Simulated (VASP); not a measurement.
Eu (bcc): the bulk modulus from VASP (plane waves, PAW) at several levels of theory. Static lattice, third-order Birch-Murnaghan fit over five volumes. The 4f electrons are frozen in the core of the lanthanide potential, so 4f levels, which can set the real gap, and their magnetism are missing. The measured value holds thermal and zero-point effects that the static calculation lacks.

```
level   bulk modulus (GPa)  error against measurement
------  ------------------  -------------------------
PBE                   13.0                    +19.3 %
r2SCAN                14.6                    +33.6 %
```

Measured: 10.9 GPa (as given by arXiv:1012.3782).

The cell of the PBE run:

Eu has the cubic space group Im-3m (No. 229), the bcc (W type) structure, Pearson symbol cI2. Conventional cell: a = b = c = 4.447 Å, α = β = γ = 90.00°. Eu on 2a sees 8 Eu at 3.851 Å and 6 Eu at 4.447 Å. (Neighbours: up to the widest gap in distance over summed covalent radii, below 1.35, at either atom.)
(The calculation used a cell of 1 atom; values per cell refer to that cell.)

Only levels that ran to the end are used. Left out are those held back, those with too coarse a band path, GW runs whose mesh misses a band edge, hybrids' fits of cells that aren't cubic and levels without matching references; a question may draw on a part of the rest.

The compound is Eu in the bcc structure.
